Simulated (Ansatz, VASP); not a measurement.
# NbB2: VASP beside Ansatz

INCAR

```
SYSTEM = NbB2
  PREC = Accurate
  ENCUT = 520
  EDIFF = 1E-6
  ISMEAR = 0
  SIGMA = 0.15
  LREAL = .False.
  LASPH = .True.
  NELM = 100
  ALGO = Normal
  ISIF = 2
  LWAVE = .False.
  LCHARG = .True.
  LELF = .True.
  LVHAR = .True.
  NBANDS = 16
```

The input KPOINTS:

```
regular mesh
0
Gamma
  18 18 14
  0 0 0
```

The input POSCAR:

```
NbB2
1.0
    3.1487804992      0.0000000000      0.0000000000
   -1.5743902496      2.7269239032      0.0000000000
    0.0000000000      0.0000000000      3.1172555950
Nb B
1 2
Direct
    0.0000000000      0.0000000000      0.0000000000
    0.3333333333      0.6666666667      0.5000000000
    0.6666666667      0.3333333333      0.5000000000
```

Input for Ansatz:

```yaml
crystal:
  lattice:
    - [3.1487804992, 0.0, 0.0]
    - [-1.5743902496, 2.7269239032, 0.0]
    - [0.0, 0.0, 3.117255595]
  atoms:
    - { symbol: Nb, position: [0.0, 0.0, 0.0] }
    - { symbol: B, position: [0.3333333333, 0.6666666667, 0.5] }
    - { symbol: B, position: [0.6666666667, 0.3333333333, 0.5] }
basis:
  ecutwfc: 420
kpoints:
  mp_grid: { grid: [18, 18, 14] }
hamiltonian:
  xc: lda
scf:
  occupations: { method: gaussian, width: 0.15 }
output:
  forces: true
  stress: true
  eigenvalues: true
```

Change from the starting cell: strain +0.025 along x and y, -0.050 along z, atoms carried along.

Alike in both runs: task single point; functional LDA; k mesh 18 × 18 × 14; occupations gaussian, width 0.15 eV; no spin polarisation.

|  | VASP | Ansatz |
| --- | --- | --- |
| version | VASP 6.6.1 | Ansatz 0.2.0 |
| potentials or method | VASP PAW LDA potentials, release 64 (Nb_sv, B) | scalar-relativistic, plane waves, PAW |
| plane-wave cutoff (eV) | 520 | 420 |
| valence electrons in the cell | 19 | 19 |

|  | VASP | Ansatz | Ansatz less VASP |
| --- | --- | --- | --- |
| gap on the k mesh at the Fermi level (eV) | none | none | - |
| pressure (GPa) | 0.0 | -0.1 | -0.04 |
| largest component of the traceless stress (GPa) | 16.21 | 16.29 | +0.085 |

A gap of «none» marks a metal or a gap that the smearing closes.
